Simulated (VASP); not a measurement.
An input for Quantum ESPRESSO's pw.x (written as the equivalent of a VASP run, and not itself run):

```
&CONTROL
  calculation = 'scf'
  pseudo_dir = './pseudo'
  outdir = './out'
  tprnfor = .true.
  tstress = .true.
/
&SYSTEM
  ibrav = 0
  nat = 2
  ntyp = 2
  ecutwfc = 102
  occupations = 'smearing'
  smearing = 'methfessel-paxton'
  degauss = 0.00735
  input_dft = 'rpbe'
/
&ELECTRONS
  conv_thr = 7.3e-09
  electron_maxstep = 100
/
ATOMIC_SPECIES
  Cd 112.414 Cd.upf
  O 15.999 O.upf
CELL_PARAMETERS angstrom
     0.0000000    2.3950707    2.3950707
     2.3950707    0.0000000    2.3950707
     2.3950707    2.3950707    0.0000000
ATOMIC_POSITIONS crystal
  Cd   1.0000000  1.0000000  0.0000000
  O    0.5000000  0.5000000  0.5000000
K_POINTS automatic
  13 13 13 0 0 0
```

### Question
Translate this input to VASP (INCAR, KPOINTS, POSCAR, choice of POTCAR).

### Answer
One answer among several that fit: 
**INCAR**
```
! general
SYSTEM =CdO
PREC   =Accurate
ENCUT  =520
LREAL  =F   ! projection in real space or not
LASPH  =T   ! aspherical one-centre terms

! electronic loop
EDIFF  =1E-7
NELM   =100   ! most electronic steps
ALGO   =Normal   ! blocked Davidson
LMAXMIX=4

! smearing
ISMEAR =1   ! Methfessel-Paxton
SIGMA  =0.1   ! width (eV)

! functional
GGA    =RP   ! RPBE

! ions
ISIF   =2

! output
LWAVE  =F
LCHARG =F
```

**KPOINTS**
```
Automatic mesh
0
Gamma
13 13 13
0 0 0
```

### POSCAR
```
CdO
4.7901410
  0.0000000000   0.5000000492   0.5000000492
  0.5000000492   0.0000000000   0.5000000492
  0.5000000492   0.5000000492   0.0000000000
Cd O
1 1
Direct
  1.0000000000   1.0000000000   0.0000000000
  0.5000000000   0.5000000000   0.5000000000
```

POTCAR, in this order: Cd O (PBE.64 set). Program: vasp_std.

The two are equivalent in intent, not identical: the potentials are each code's own (VASP's PAW set, PseudoDojo norm-conserving files in pw.x), so ENCUT and ecutwfc are chosen apart and not converted; conv_thr bounds pw.x's estimated SCF error, while EDIFF bounds the energy change between steps.

The compound is CdO in the rock salt structure. This cell is one point of a volume scan, at 0.97 of the reference volume.
